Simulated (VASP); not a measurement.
**Ag2O: energy against volume**

Ag2O (cuprite, Pn-3m, 17.366 Å³/atom and stress up to 0.19 GPa in the relaxed cell, cube axes along x, y and z) under an equal strain ε along all three axes. PBEsol in VASP (plane waves, PAW), 600 eV, 8×8×8 Γ-centred mesh, Methfessel-Paxton smearing 0.10 eV; ions are relaxed, or left where forces stay under 0.02 eV/Å, within the symmetry of each cell.

Here V stands for volume and E for E less E0.

```csv
volume (Å³/atom),E less E0 (meV/atom),pressure (GPa)
16.3443,18.47,6.00
16.5957,10.16,4.26
16.8497,4.40,2.65
17.1063,1.06,1.17
17.3655,0.00,-0.19
17.6273,1.06,-1.45
17.8917,4.13,-2.60
18.1587,9.08,-3.66
18.4284,15.77,-4.63
18.9758,?,?
```

**Question.** Fit E against V with the third-order Birch-Murnaghan form, a cubic in V^(-2/3), and predict the withheld value at V = 18.9758.

**Answer.** With u = V^(-2/3) - 0.149, the rows have u = 0.006271, 0.004698, 0.003150, 0.001625, 0.000122, -0.001358, -0.002816, -0.004253, -0.005669. Least squares gives E = 0.008 - 131.7·u + 478400·u² + 1944940·u³. Residuals (row less fit): -0.005, 0.010, -0.001, -0.006, 0.001, -0.004, 0.001, 0.008, -0.005; standard error 0.007 (degrees of freedom: 5). Its minimum lies at u = 0.000138, so V0 = (0.149138)^(-3/2) = 17.36. There d²E/du² = 958400 and d³E/du³ = 1.167e7, so B0 = (4/9) × 17.36^(-7/3) × 958400 × 0.160218 = 87.4 GPa (the last factor turns the table's units into GPa), and B0' = 4 + (2/3) × 0.149138 × (1.167e7)/958400 = 5.2. B0' rests on the cubic coefficient alone and has a standard error of 0.1 from these residuals. At the withheld row, u = -0.008438, so E = 0.008 - 131.7 × (-0.008438) + 478400 × (-0.008438)² + 1944940 × (-0.008438)³ = 34.013 meV/atom. The calculation gives 34.00 meV/atom, 0.013 meV/atom below the prediction (0.0 % of the range of E in the table). The row lies outside the fitted rows, so this is an extrapolation. From the scatter of the fitted rows alone, a prediction at this place has a standard error of 0.030 meV/atom, so the miss is 0.4 times that.

This level leaves no gap over 0.05 eV at strain -0.50, 0.00, 0.50, 1.00, 1.50, 2.00, 3.00 %. The primitive cell can neither tilt nor turn polar against its symmetry, as such crystals can under strain. Other structures, which can take over under pressure, weren't tried. The same form fitted to the pressure column gives B0' = 5.2; series where the two differ by over 0.4 aren't shown. Rows are the converged runs of the series near zero and its far end, less any whose ions stayed unrelaxed beside relaxed ones; series whose fitted rows scatter by over a few per cent of the range, as at a crossing or softening among them, aren't shown in this form.
